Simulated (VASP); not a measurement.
AgBr (rock salt): the band gap from VASP (plane waves, PAW) at several levels of theory. Gaps are without spin-orbit coupling. Each level names its cell: its own relaxed one, PBE's, or the starting one. A gap is the smallest over the k-mesh and a band path; hybrids may have named points in place of the path, and GW has the mesh alone.

```tsv
level	band gap (eV)
LDA (own cell)	0.42
PBE (own cell)	0.69
PBEsol (own cell)	0.50
HSE06 (PBE cell)	2.04
HSEsol (PBE cell)	1.87
PBE0 (PBE cell)	2.68
B3LYP (PBE cell)	2.33
```

The cell of the LDA (own cell) run:

Space group Fm-3m (No. 225); a = b = c = 5.5862 Å, α = β = γ = 90.00°

```
atom  site  symmetry       x       y       z
----  ----  --------  ------  ------  ------
Ag      4a      m-3m  0.0000  0.0000  0.0000
Br      4b      m-3m  0.5000  0.5000  0.5000
```
(The calculation used a cell of 2 atoms; values per cell refer to that cell.)

Only levels that ran to the end are used. Left out are those held back, those with too coarse a band path, GW runs whose mesh misses a band edge, hybrids' fits of cells that aren't cubic and levels without matching references; a question may draw on a part of the rest.

The compound is AgBr in the rock salt structure.
